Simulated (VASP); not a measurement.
# BeZn2Se3 in VASP: further runs, part 2 of 2

VASP 6.6.1. The steps go on from the part before.

## 3. Relaxation of cell and atoms, PBE

This run uses another cell than the first one, of 22.52 Å³/atom, 1.072 times its volume.

Input file INCAR:

```
PREC = Normal
ENCUT = 520
EDIFF = 1E-4
ISMEAR = 0
SIGMA = 0.15
LREAL = False
LASPH = True
NELM = 60
ALGO = Fast
ISIF = 3
LWAVE = False
LCHARG = False
GGA = PE
IBRION = 2
NSW = 24
EDIFFG = -0.08
```

Input file KPOINTS:

```
Automatic mesh
0
Gamma
  3 3 2
```

Input file POSCAR:

```
BeZn2Se3
1.0
    4.5116754500      0.0000000000      0.0000000000
    0.0000000000      4.5116754500      0.0000000000
    0.0000000000      0.0000000000      6.6385656100
Be Zn Se
1 2 3
Direct
    0.0000000000      0.0000000000      0.0000000000
    0.5000000000      0.5000000000      0.0000000000
    0.5000000000      0.5000000000      0.5000000000
    0.0000000000      0.5000000000      0.9151087000
    0.5000000000      0.0000000000      0.0848913000
    0.0000000000      0.0000000000      0.5000000000
```

Potentials or basis: VASP PAW PBE potentials, release 64 (Be, Zn, Se).

Launch:

```
$ cat potpaw_PBE.64/Be/POTCAR potpaw_PBE.64/Zn/POTCAR potpaw_PBE.64/Se/POTCAR > POTCAR
$ mpirun -np 1 vasp_std > vasp.out
```

OUTCAR:

```text
PREC = Normal
   ENCUT = 520
   EDIFF = 1E-4
   ISMEAR = 0
   LREAL = False
   LASPH = True
   NELM = 60
   ISIF = 3
   GGA = PE
   IBRION = 2
   NSW = 24
   EDIFFG = -0.08

 ion  position               nearest neighbor table
   1  0.000  0.000  0.000-   4 2.33   5 2.33   4 2.33   5 2.33
   2  0.500  0.500  0.000-   4 2.33   5 2.33   5 2.33   4 2.33
   3  0.500  0.500  0.500-
   4  0.000  0.500  0.915-   1 2.33   2 2.33   1 2.33   2 2.33
   5  0.500  0.000  0.085-   1 2.33   2 2.33   2 2.33   1 2.33
   6  0.000  0.000  0.500-

  LATTYP: Found a simple tetragonal cell.
 ALAT       =     4.5116754500
 C/A-ratio  =     1.4714191399

  Lattice vectors:

 A1 = (   4.5116754500,   0.0000000000,   0.0000000000)
 A2 = (   0.0000000000,   4.5116754500,   0.0000000000)
 A3 = (   0.0000000000,   0.0000000000,   6.6385656100)

Analysis of symmetry for initial positions (statically):
=====================================================================
 Subroutine PRICEL returns:
 Original cell was already a primitive cell.

 Routine SETGRP: Setting up the symmetry group for a
 simple tetragonal supercell.

 Subroutine GETGRP returns: Found  8 space group operations
 (whereof  8 operations were pure point group operations)
 out of a pool of 16 trial point group operations.

The static configuration has the point symmetry D_2d.

Analysis of symmetry for dynamics (positions and initial velocities):
=====================================================================
 Subroutine PRICEL returns:
 Original cell was already a primitive cell.

 Routine SETGRP: Setting up the symmetry group for a
 simple tetragonal supercell.

 Subroutine GETGRP returns: Found  8 space group operations
 (whereof  8 operations were pure point group operations)
 out of a pool of 16 trial point group operations.

The dynamic configuration has the point symmetry D_2d.

[... 109 lines left out ...]
  Fermi-wavevector in a.u.,A,eV,Ry     =   1.126270  2.128341 17.258765  1.268483
  Thomas-Fermi vector in A             =   2.262951
   LORBIT       =      0    0 simple, 1 ext, 2 COOP (PROOUT), +10 PAW based schemes
   GGA     = PE    functional components
   LHFCALC =     F    Hartree Fock is set to
   AEXX    =    0.0000 exact exchange contribution
   IVDW    =     0    specifies the selected vdW correction
   LEPSILON=     F    determine dielectric tensor
   LRPA    =     F    only Hartree local field effects (RPA)
 conjugate gradient relaxation of ions
 non-spin polarized calculation
 RMM-DIIS sequential band-by-band and
 Gauss-broadening in eV      SIGMA  =   0.15
  energy-cutoff  :      520.00
  volume of cell :      135.13
 maximum number of plane-waves:      3647
   NGX = 17   NGY = 17   NGZ = 25

--------------------------------------- Ionic step        1  -------------------------------------------

 number of electron      43.9999909 magnetization

 Free energy of the ion-electron system (eV)
  ---------------------------------------------------
  ext. energy  EPLUGINS =         0.00000000
  ---------------------------------------------------
  free energy    TOTEN  =       -15.34188428 eV

  energy without entropy =      -15.30461089  energy(sigma->0) =      -15.32324759

------------------------ aborting loop because EDIFF is reached ----------------------------------------

  FORCE on cell =-STRESS in cart. coord.  units (eV):
  Direction    XX          YY          ZZ          XY          YZ          ZX
  --------------------------------------------------------------------------------------
  -------------------------------------------------------------------------------------
  Total        2.4665316      2.4665316      1.3011322      0.0000000      0.0000000     -0.0000000
  in kB       29.2447093     29.2447093     15.4270205      0.0000000      0.0000000     -0.0000000
  external PRESSURE =      24.6388130 kB  Pullay stress =       0.0000000 kB
[... 101 lines left out ...]
  FREE ENERGIE OF THE ION-ELECTRON SYSTEM (eV)
  ---------------------------------------------------
  free  energy   TOTEN  =       -15.4874992934 eV

  energy  without entropy=      -15.4401711023  energy(sigma->0) =      -15.46383520

[... ionic steps 4 to 21 ...]

--------------------------------------- Ionic step       22  -------------------------------------------

 number of electron      43.9999650 magnetization

------------------------ aborting loop because EDIFF is reached ----------------------------------------
[... 75 lines left out ...]
--------------------------------------- Ionic step       24  -------------------------------------------

 number of electron      43.9999716 magnetization

 Free energy of the ion-electron system (eV)
  ---------------------------------------------------
  ext. energy  EPLUGINS =         0.00000000
  ---------------------------------------------------
  free energy    TOTEN  =       -18.08166473 eV

  energy without entropy =      -18.05197940  energy(sigma->0) =      -18.06682207

 E-fermi :   1.2685     XC(G=0):  -8.6138

 val. band max:        1.1773637409   @ k =   0.3333   0.0000   0.5000
 cond. band min:       1.2879590212   @ k =   0.0000   0.0000   0.5000
 fundamental gap:      0.1105952804
 Fermi energy:         1.2685456352

 k-point     1 :       0.0000    0.0000    0.0000
  band No.  band energies     occupation
      1     -12.3714      2.00000
      2     -11.3666      2.00000
      3     -11.0634      2.00000
      4      -5.7615      2.00000
      5      -5.7615      2.00000
      6      -5.7482      2.00000
[... 196 lines left out ...]
  FREE ENERGIE OF THE ION-ELECTRON SYSTEM (eV)
  ---------------------------------------------------
  free  energy   TOTEN  =       -18.0816647344 eV

  energy  without entropy=      -18.0519793970  energy(sigma->0) =      -18.06682207

 reached required accuracy - stopping structural energy minimisation
```

CONTCAR:

```text
BeZn2Se3
   1.00000000000000
     3.7990526256582036    0.0000000000000000   -0.0000000000000000
     0.0000000000000000    3.7990526256582031    0.0000000000000000
     0.0000000000000000   -0.0000000000000000   10.0305810042981864
  Be              Zn              Se
     1     2     3
Direct
     0.0000000000000000    0.0000000000000000    1.0000000000000000
     0.5000000000000000    0.5000000000000000    0.0000000000000000
     0.5000000000000000    0.5000000000000000    0.5000000000000000
     0.0000000000000000    0.5000000000000000    0.8540414627691727
     0.5000000000000000    0.0000000000000000    0.1459585372308273
     0.0000000000000000    0.0000000000000000    0.5000000000000000

  0.00000000E+00  0.00000000E+00  0.00000000E+00
  0.00000000E+00  0.00000000E+00  0.00000000E+00
  0.00000000E+00  0.00000000E+00  0.00000000E+00
  0.00000000E+00  0.00000000E+00  0.00000000E+00
  0.00000000E+00  0.00000000E+00  0.00000000E+00
  0.00000000E+00  0.00000000E+00  0.00000000E+00
```

Run time: 3.9 min. Hardware: 1 thread of Intel Xeon Platinum 8488C (Sapphire Rapids), shared host; peak memory 0.19 GiB.

Results:

```yaml
Free_energy: -18.0817 eV
Relaxed_volume: 24.13 Å³/atom
Relaxed_cell: a = 3.799 Å, b = 3.799 Å, c = 10.031 Å, α = 90.00°, β = 90.00°, γ = 90.00°
Space_group_after_relaxing_to_0.05_Å: P-4m2 (No. 115)
Energy_gained_by_relaxing: 456.6 meV/atom
Ionic_steps: 24
Pressure_after_relaxing: 0.3 GPa
Largest_force_after_relaxing: 0.045 eV/Å
Band_gap_on_the_k_mesh: none (metal or under the smearing width)
```

Forces in eV/Å, atoms in the order of the input:
```
Be   0.000  0.000  0.000
Zn   0.000  0.000  0.000
Zn   0.000  0.000  0.000
Se   0.000  0.000 -0.045
Se   0.000  0.000  0.045
Se   0.000  0.000  0.000
```

Step by step:
| step | energy change (eV) | largest force (eV/Å) | pressure (GPa) | volume (Å³) |
| --- | --- | --- | --- | --- |
| 1 | 0.0000 | 1.2057 | 2.46 | 135.13 |
| 2 | -0.1422 | 0.7775 | -0.70 | 142.01 |
| 3 | -0.1456 | 0.6614 | -1.88 | 144.03 |
| 4 | -0.2875 | 0.5395 | -1.92 | 143.52 |
| 5 | -0.6246 | 0.1270 | -2.96 | 141.83 |
| 6 | -0.4310 | 1.8748 | -5.67 | 137.70 |
| 7 | -0.6963 | 0.5883 | -3.60 | 140.77 |
| 8 | -0.8344 | 0.6238 | -3.60 | 138.53 |
| 9 | -1.2174 | 0.9265 | -2.36 | 131.70 |
| 10 | -1.2788 | 2.2770 | 1.36 | 117.62 |
| 11 | -1.4042 | 1.5524 | -1.35 | 125.06 |
| 12 | -1.4123 | 1.7280 | -0.33 | 123.40 |
| 13 | -1.6280 | 1.5860 | -0.42 | 122.33 |
| 14 | -2.0607 | 1.0845 | 3.04 | 118.68 |
| 15 | -1.4792 | 0.5899 | 16.32 | 109.65 |
| 16 | -2.1390 | 0.6224 | 5.94 | 116.49 |
| 17 | -2.3740 | 0.7265 | 2.96 | 122.81 |
| 18 | -2.5509 | 0.9452 | -0.05 | 132.46 |
| 19 | -2.5222 | 1.3577 | -3.68 | 152.64 |
| 20 | -2.6052 | 1.0290 | -1.50 | 139.10 |
| 21 | -2.7030 | 0.4621 | -0.07 | 140.25 |
| 22 | -2.7291 | 0.0073 | 0.73 | 141.12 |
| 23 | -2.7292 | 0.0459 | 0.99 | 141.18 |
| 24 | -2.7398 | 0.0451 | 0.34 | 144.77 |

Final structure:
```yaml
crystal:
  lattice:
    - [3.79905, 0.00000, 0.00000]
    - [0.00000, 3.79905, 0.00000]
    - [0.00000, 0.00000, 10.03058]
  atoms:
    - { symbol: Be, position: [0.00000, 0.00000, 0.00000] }
    - { symbol: Zn, position: [0.50000, 0.50000, 0.00000] }
    - { symbol: Zn, position: [0.50000, 0.50000, 0.50000] }
    - { symbol: Se, position: [0.00000, 0.50000, 0.85404] }
    - { symbol: Se, position: [0.50000, 0.00000, 0.14596] }
    - { symbol: Se, position: [0.00000, 0.00000, 0.50000] }
```

Levels at points of the mesh, in eV from the Fermi level:
| k point | band 18 | band 19 | band 20 | band 21 | band 22 | band 23 | band 24 | band 25 | band 26 |
| --- | --- | --- | --- | --- | --- | --- | --- | --- | --- |
| (0.00, 0.00, 0.00) | -1.05 | -1.05 | -0.37 | -0.31 | -0.31 | -0.24 | 2.71 | 2.92 | 3.25 |
| (0.00, 0.00, 0.50) | -1.47 | -1.07 | -1.07 | -0.29 | -0.29 | 0.02 | 2.71 | 2.88 | 3.52 |

Caveat: the k mesh is coarse (spacing up to 0.47 Å⁻¹), so the values aren't converged; the relaxation stopped at a loose force limit of 0.08 eV/Å, so its end isn't a converged minimum.

## 4. Relaxation of cell and atoms, PBE

This run uses another cell than the first one, of 24.07 Å³/atom, 1.146 times its volume.

INCAR is that of step 3.

KPOINTS is that of step 3.

Input file POSCAR:

```
BeZn2Se3
1.0
    5.0121621400      0.0000000000      0.0000000000
   -2.5060810700      4.3406597400      0.0000000000
    0.0000000000      0.0000000000      6.6388277400
Be Zn Se
1 2 3
Direct
    0.0000000000      0.0000000000      0.0000000000
    0.3333333300      0.6666666700      0.5000000000
    0.6666666700      0.3333333300      0.5000000000
    0.0000000000      0.0000000000      0.5000000000
    0.3333333300      0.6666666700      0.0000000000
    0.6666666700      0.3333333300      0.0000000000
```

Potentials or basis: VASP PAW PBE potentials, release 64 (Be, Zn, Se).

Launch:

```
$ cat potpaw_PBE.64/Be/POTCAR potpaw_PBE.64/Zn/POTCAR potpaw_PBE.64/Se/POTCAR > POTCAR
$ mpirun -np 1 vasp_std > vasp.out
```

OUTCAR:

```text
PREC = Normal
   ENCUT = 520
   EDIFF = 1E-4
   ISMEAR = 0
   LREAL = False
   LASPH = True
   NELM = 60
   ISIF = 3
   GGA = PE
   IBRION = 2
   NSW = 24
   EDIFFG = -0.08

 ion  position               nearest neighbor table
   1  0.000  0.000  0.000-
   2  0.333  0.667  0.500-   3 2.89   4 2.89   3 2.89   4 2.89   4 2.89   3 2.89
   3  0.667  0.333  0.500-   2 2.89   4 2.89   2 2.89   4 2.89   4 2.89   2 2.89
   4  0.000  0.000  0.500-   2 2.89   3 2.89   2 2.89   3 2.89   3 2.89   2 2.89
   5  0.333  0.667  0.000-
   6  0.667  0.333  0.000-

  LATTYP: Found a hexagonal cell.
 ALAT       =     5.0121621400
 C/A-ratio  =     1.3245436908

  Lattice vectors:

 A1 = (   5.0121621400,   0.0000000000,   0.0000000000)
[... 177 lines left out ...]
  Total       -7.4516861     -7.4516861     -5.0760463      0.0000000      0.0000000      0.0000000
  in kB      -82.6595197    -82.6595197    -56.3071961      0.0000000      0.0000000      0.0000000
  external PRESSURE =     -73.8754118 kB  Pullay stress =       0.0000000 kB
[... 466 lines left out ...]
     25       9.6800      0.00000
     26       9.6800      0.00000

[... ionic steps 4 to 17 ...]

--------------------------------------- Ionic step       18  -------------------------------------------

 number of electron      43.9999960 magnetization

------------------------ aborting loop because EDIFF is reached ----------------------------------------
[... 75 lines left out ...]
--------------------------------------- Ionic step       20  -------------------------------------------

 number of electron      43.9999961 magnetization

 Free energy of the ion-electron system (eV)
  ---------------------------------------------------
  ext. energy  EPLUGINS =         0.00000000
  ---------------------------------------------------
  free energy    TOTEN  =       -16.37556845 eV

  energy without entropy =      -16.32475134  energy(sigma->0) =      -16.35015990

 E-fermi :   4.4055     XC(G=0): -10.3617

 val. band max:        4.3632802874   @ k =   0.3333   0.0000   0.5000
 cond. band min:       4.5377807453   @ k =   0.0000   0.0000   0.0000
 fundamental gap:      0.1745004579
 Fermi energy:         4.4054578804
[... 205 lines left out ...]
  FREE ENERGIE OF THE ION-ELECTRON SYSTEM (eV)
  ---------------------------------------------------
  free  energy   TOTEN  =       -16.3755684543 eV

  energy  without entropy=      -16.3247513371  energy(sigma->0) =      -16.35015990

 reached required accuracy - stopping structural energy minimisation
```

CONTCAR:

```text
BeZn2Se3
   1.00000000000000
     5.0550615965071186    0.0000000000000000    0.0000000000000000
    -2.5275307982535593    4.3778117591505969   -0.0000000000000000
    -0.0000000000000000    0.0000000000000000    4.9286391594856882
  Be              Zn              Se
     1     2     3
Direct
     1.0000000000000000    0.0000000000000000    0.0000000000000000
     0.3333333300000021    0.6666666699999979    0.5000000000000000
     0.6666666699999979    0.3333333300000021    0.5000000000000000
     1.0000000000000000    0.0000000000000000    0.5000000000000000
     0.3333333300000021    0.6666666699999979    0.0000000000000000
     0.6666666699999979    0.3333333300000021    0.0000000000000000

  0.00000000E+00  0.00000000E+00  0.00000000E+00
  0.00000000E+00  0.00000000E+00  0.00000000E+00
  0.00000000E+00  0.00000000E+00  0.00000000E+00
  0.00000000E+00  0.00000000E+00  0.00000000E+00
  0.00000000E+00  0.00000000E+00  0.00000000E+00
  0.00000000E+00  0.00000000E+00  0.00000000E+00
```

Wall time 3 min (1 thread of Intel Xeon Platinum 8488C (Sapphire Rapids), shared host); peak memory 0.19 GiB.

What came out:

```yaml
Free_energy: -16.3756 eV
Relaxed_volume: 18.18 Å³/atom
Relaxed_cell: a = 5.055 Å, b = 5.055 Å, c = 4.929 Å, α = 90.00°, β = 90.00°, γ = 120.00°
Space_group_after_relaxing_to_0.05_Å: P6/mmm (No. 191)
Energy_gained_by_relaxing: 288.0 meV/atom
Ionic_steps: 20
Pressure_after_relaxing: -0.3 GPa
Band_gap_on_the_k_mesh: none (metal or under the smearing width)
```

Stress tensor (GPa, compression positive):
```
-0.38  0.00  0.00
 0.00 -0.38  0.00
 0.00  0.00 -0.13
```

The path:
```csv
step,energy change (eV),largest force (eV/Å),pressure (GPa),volume (Å³)
1,0.0000,0.0000,-7.39,144.43
2,-0.5906,0.0000,-0.37,122.44
3,-0.5908,0.0000,-0.39,122.59
4,-0.6894,0.0000,-0.54,119.74
5,-1.0928,0.0000,-0.16,110.92
6,-0.5305,0.0000,20.64,92.06
7,-1.3237,0.0000,1.44,106.93
8,-1.4290,0.0000,8.51,98.07
9,-1.4801,0.0000,3.76,102.45
10,-1.5006,0.0000,5.41,100.81
11,-1.5568,0.0000,5.40,101.05
12,-1.5759,0.0000,5.79,101.23
13,-1.6392,0.0000,4.19,103.16
14,-1.7248,0.0000,0.36,108.82
15,-1.7265,0.0000,0.46,109.52
16,-1.7250,0.0000,-0.86,110.91
17,-1.7267,0.0000,-0.02,110.08
18,-1.7265,0.0000,-0.49,110.26
19,-1.7283,0.0000,-0.39,109.93
20,-1.7278,0.0000,-0.30,109.07
```

Final structure:
```
Be Zn Se
1.0
     5.05506    0.00000    0.00000
    -2.52753    4.37781    0.00000
     0.00000    0.00000    4.92864
Be Zn Se
1 2 3
Direct
  0.00000 0.00000 0.00000
  0.33333 0.66667 0.50000
  0.66667 0.33333 0.50000
  0.00000 0.00000 0.50000
  0.33333 0.66667 0.00000
  0.66667 0.33333 0.00000
```

Caveat: the k mesh is coarse (spacing up to 0.48 Å⁻¹), so the values aren't converged; the volume moved by over 15 % at a fixed basis, so the end points are rough; the relaxation stopped at a loose force limit of 0.08 eV/Å, so its end isn't a converged minimum.
